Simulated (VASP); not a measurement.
OSZICAR of a VASP run on Tb (hcp):

### OSZICAR
```
       N       E                     dE             d eps       ncg     rms          rms(c)
DAV:   1     0.522018046433E+02    0.52202E+02   -0.10506E+04  1976   0.151E+03
DAV:   2    -0.957070391287E+01   -0.61773E+02   -0.60600E+02  2096   0.328E+02
DAV:   3    -0.126182721582E+02   -0.30476E+01   -0.28743E+01  2814   0.417E+01
DAV:   4    -0.127185598039E+02   -0.10029E+00   -0.98171E-01  2563   0.717E+00
DAV:   5    -0.127220922000E+02   -0.35324E-02   -0.35281E-02  3083   0.115E+00    0.274E+01
DAV:   6     0.528492269311E+02    0.65571E+02   -0.47164E+03  1976   0.440E+04    0.172E+01
DAV:   7     0.503304444594E+03    0.45046E+03   -0.72501E+01  2006   0.541E+03    0.243E+00
DAV:   8    -0.172912135429E+02   -0.52060E+03   -0.12531E+01  1976   0.469E+01    0.416E+00
DAV:   9    -0.172988367486E+02   -0.76232E-02   -0.37581E-02  2506   0.193E+00    0.406E+00
DAV:  10    -0.172868682341E+02    0.11969E-01   -0.54157E-04  2458   0.222E-01    0.391E+00
DAV:  11    -0.173235699336E+02   -0.36702E-01   -0.68446E-03  2221   0.845E-01    0.387E+00
DAV:  12    -0.173273977540E+02   -0.38278E-02   -0.12894E-03  2191   0.332E-01    0.405E+00
DAV:  13    -0.172879336231E+02    0.39464E-01   -0.60733E-02  1991   0.216E+00    0.438E+00
DAV:  14    -0.172823718971E+02    0.55617E-02   -0.32793E-03  2444   0.537E-01    0.485E+00
DAV:  15    -0.173043965644E+02   -0.22025E-01   -0.43216E-02  1991   0.197E+00    0.310E+00
DAV:  16    -0.173107794807E+02   -0.63829E-02   -0.58097E-03  2371   0.668E-01    0.339E+00
DAV:  17    -0.173050596962E+02    0.57198E-02   -0.68285E-04  2071   0.183E-01    0.324E+00
DAV:  18    -0.173108006912E+02   -0.57410E-02   -0.19824E-02  1986   0.131E+00    0.193E+00
DAV:  19    -0.173078462799E+02    0.29544E-02   -0.62910E-03  2216   0.617E-01    0.158E+00
DAV:  20    -0.173080509503E+02   -0.20467E-03   -0.12216E-03  2076   0.327E-01    0.766E-01
DAV:  21    -0.173086982616E+02   -0.64731E-03   -0.22935E-03  2011   0.428E-01    0.791E-02
DAV:  22    -0.173086681890E+02    0.30073E-04   -0.15644E-04  2196   0.127E-01    0.923E-02
DAV:  23    -0.173087662663E+02   -0.98077E-04   -0.19510E-05  2121   0.460E-02    0.278E-02
DAV:  24    -0.173087688231E+02   -0.25569E-05   -0.12375E-05  2236   0.289E-02    0.105E-02
DAV:  25    -0.173087707816E+02   -0.19584E-05   -0.10132E-06  2356   0.118E-02    0.772E-03
DAV:  26    -0.173087714662E+02   -0.68461E-06   -0.59325E-07  2106   0.643E-03    0.153E-03
DAV:  27    -0.173087715853E+02   -0.11910E-06   -0.12046E-07  1531   0.439E-03    0.365E-03
DAV:  28    -0.173087715581E+02    0.27171E-07   -0.35851E-08  1168   0.214E-03
   1 F= -.17308772E+02 E0= -.17308418E+02  d E =-.173088E+02
       N       E                     dE             d eps       ncg     rms          rms(c)
DAV:   1    -0.173102426542E+02   -0.14711E-02   -0.56859E-02  1996   0.177E+00    0.150E-01
DAV:   2    -0.173094854798E+02    0.75717E-03   -0.97968E-04  2326   0.269E-01    0.924E-02
DAV:   3    -0.173092690733E+02    0.21641E-03   -0.40540E-04  2326   0.165E-01    0.571E-02
DAV:   4    -0.173092271108E+02    0.41962E-04   -0.82751E-05  2302   0.802E-02    0.149E-02
DAV:   5    -0.173092566533E+02   -0.29542E-04   -0.50908E-05  2001   0.812E-02    0.116E-02
DAV:   6    -0.173092656524E+02   -0.89992E-05   -0.45406E-06  2026   0.196E-02    0.121E-03
DAV:   7    -0.173092650267E+02    0.62569E-06   -0.52683E-07  2491   0.510E-03    0.151E-03
DAV:   8    -0.173092656748E+02   -0.64808E-06   -0.16160E-07  1828   0.315E-03    0.389E-04
DAV:   9    -0.173092656681E+02    0.67407E-08   -0.10013E-08  1028   0.104E-03
   2 F= -.17309266E+02 E0= -.17308992E+02  d E =-.494110E-03
       N       E                     dE             d eps       ncg     rms          rms(c)
DAV:   1    -0.173102085399E+02   -0.94287E-03   -0.46260E-02  1986   0.159E+00    0.136E-01
DAV:   2    -0.173095850261E+02    0.62351E-03   -0.80116E-04  2306   0.243E-01    0.829E-02
DAV:   3    -0.173094081971E+02    0.17683E-03   -0.32921E-04  2331   0.149E-01    0.520E-02
DAV:   4    -0.173093735697E+02    0.34627E-04   -0.67358E-05  2322   0.722E-02    0.134E-02
DAV:   5    -0.173093976595E+02   -0.24090E-04   -0.41662E-05  1991   0.734E-02    0.105E-02
DAV:   6    -0.173094050436E+02   -0.73841E-05   -0.35184E-06  2021   0.171E-02    0.116E-03
DAV:   7    -0.173094044718E+02    0.57178E-06   -0.39376E-07  2531   0.436E-03    0.139E-03
DAV:   8    -0.173094050350E+02   -0.56318E-06   -0.13166E-07  1605   0.287E-03    0.358E-04
DAV:   9    -0.173094050338E+02    0.11789E-08   -0.10964E-08  1013   0.113E-03
   3 F= -.17309405E+02 E0= -.17309180E+02  d E =-.633476E-03
```

**Question.** Which electronic solver shows in the log?

**Answer.** It is blocked Davidson (ALGO = Normal, or the opening steps of other solvers). The INCAR had ALGO = Normal.

**Question.** Can the final energy be trusted as converged?

**Answer.** The run converged. It stopped with EDIFF = 1E-7, NELM = 100, NSW = 30 and EDIFFG = -0.01 after 3 ionic steps (TPSS meta-GGA, plane waves, VASP's PBE PAW potentials (set 64)). The 4f electrons are frozen in the core of the lanthanide potential, so 4f levels, which can set the real gap, and their magnetism are missing.

The compound is Tb in the hcp structure. This cell is one point of a volume scan, at 1.03 of the reference volume. Symmetry was kept, so distortions that lower it aren't found.
